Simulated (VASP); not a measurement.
Consider the following.

```yaml
crystal:
  lattice:
    - [1.99889, -3.46219, 0.00000]
    - [1.99889, 3.46219, 0.00000]
    - [0.00000, 0.00000, 6.49969]
  atoms:
    - { symbol: Mg, position: [0.66667, 0.33333, 0.49967] }
    - { symbol: Mg, position: [0.33333, 0.66667, 0.99967] }
    - { symbol: Te, position: [0.66667, 0.33333, 0.87633] }
    - { symbol: Te, position: [0.33333, 0.66667, 0.37633] }
```

The numbers are results of LDA (Ceperley-Alder, Perdew-Zunger), VASP's LDA PAW potentials (set 64) (plane waves; VASP), not measurements. Run with 500 eV cut-off, 7×7×4 Γ-centred mesh, Gaussian smearing of 0.050 eV, potentials Mg Te.

Predict the energy per atom (σ→0), pressure.

The energy per atom (σ→0) is -2.984 eV/atom. The pressure is 29.92 GPa.

The compound is MgTe in the wurtzite structure. It was relaxed first under an external pressure of 30 GPa.
